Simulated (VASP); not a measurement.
Crystal: Be3Te2Se.

```
Be Te Se
1.0
     4.87478    0.00000    0.00000
    -2.43739    4.22169    0.00000
     0.00000    0.00000    6.27810
Be Te Se
3 2 1
Direct
  0.20733 0.79267 0.50000
  0.20733 0.41465 0.50000
  0.58535 0.79267 0.50000
  0.33333 0.66667 0.21641
  0.33333 0.66667 0.78359
  0.00000 0.00000 0.50000
```

The cell was built by a generator and needn't be a form met in nature.

- Program: VASP 6.6.1
- Task: relaxation of cell and atoms
- Functional: PBE
- Potentials or basis: VASP PAW PBE potentials, release 64 (Be, Te, Se)
- Cutoff: 520 eV
- k mesh: 3 × 3 × 3
- Occupations: gaussian, width 0.15 eV
- Spin: no spin polarisation

At the start: pressure 45.1 GPa; volume 21.53 Å³/atom.

**Question.** How do energy, volume and symmetry change on relaxing?

**Answer.** Over 24 steps the energy falls by 1601.4 meV/atom and the volume is 45.27 Å³/atom (+110.2 %); space group P-6m2 (No. 187, to 0.05 Å).

Step by step:
| step | energy change (eV) | largest force (eV/Å) | pressure (GPa) | volume (Å³) |
| --- | --- | --- | --- | --- |
| 1 | 0.0000 | 4.3340 | 45.14 | 129.20 |
| 2 | -5.4404 | 1.6695 | -4.24 | 278.57 |
| 3 | -7.2722 | 3.7680 | 2.49 | 199.88 |
| 4 | -8.8087 | 2.3953 | 0.22 | 223.18 |
| 5 | -9.0585 | 1.1786 | 0.38 | 258.84 |
| 6 | -9.2406 | 0.8543 | -0.01 | 243.97 |
| 7 | -9.4559 | 0.5504 | -0.02 | 247.37 |
| 8 | -9.5167 | 0.5537 | 0.22 | 251.02 |
| 9 | -9.5194 | 0.4792 | 0.13 | 250.47 |
| 10 | -9.5582 | 0.1185 | 0.48 | 253.08 |
| 11 | -9.5607 | 0.2455 | 0.63 | 253.98 |
| 12 | -9.5847 | 0.0794 | 0.19 | 259.84 |
| 13 | -9.5931 | 0.1403 | -0.09 | 265.12 |
| 14 | -9.5934 | 0.1652 | -0.19 | 267.35 |
| 15 | -9.5918 | 0.2134 | -0.32 | 269.74 |
| 16 | -9.5929 | 0.1793 | -0.31 | 268.42 |
| 17 | -9.5933 | 0.1701 | -0.27 | 267.65 |
| 18 | -9.6008 | 0.1337 | -0.15 | 268.54 |
| 19 | -9.6046 | 0.1006 | 0.19 | 271.04 |
| 20 | -9.6061 | 0.0978 | 0.10 | 270.49 |
| 21 | -9.6056 | 0.1063 | -0.03 | 269.53 |
| 22 | -9.6063 | 0.1064 | 0.03 | 269.89 |
| 23 | -9.6064 | 0.1028 | 0.07 | 270.19 |
| 24 | -9.6083 | 0.0201 | 0.19 | 271.59 |

Final structure:
```
Be Te Se
1.0
     6.14678    0.00000    0.00000
    -3.07339    5.32327    0.00000
     0.00000    0.00000    8.30023
Be Te Se
3 2 1
Direct
  0.20028 0.79972 0.50000
  0.20028 0.40055 0.50000
  0.59945 0.79972 0.50000
  0.33333 0.66667 0.26947
  0.33333 0.66667 0.73053
  0.00000 0.00000 0.50000
```

Caveat: the k mesh is coarse (spacing up to 0.50 Å⁻¹), so the values aren't converged; the volume moved by over 15 % at a fixed basis, so the end points are rough; this functional lacks dispersion, which binds the layers, so the pressure and a relaxed spacing across them are unreliable, and here the layers came unbound.
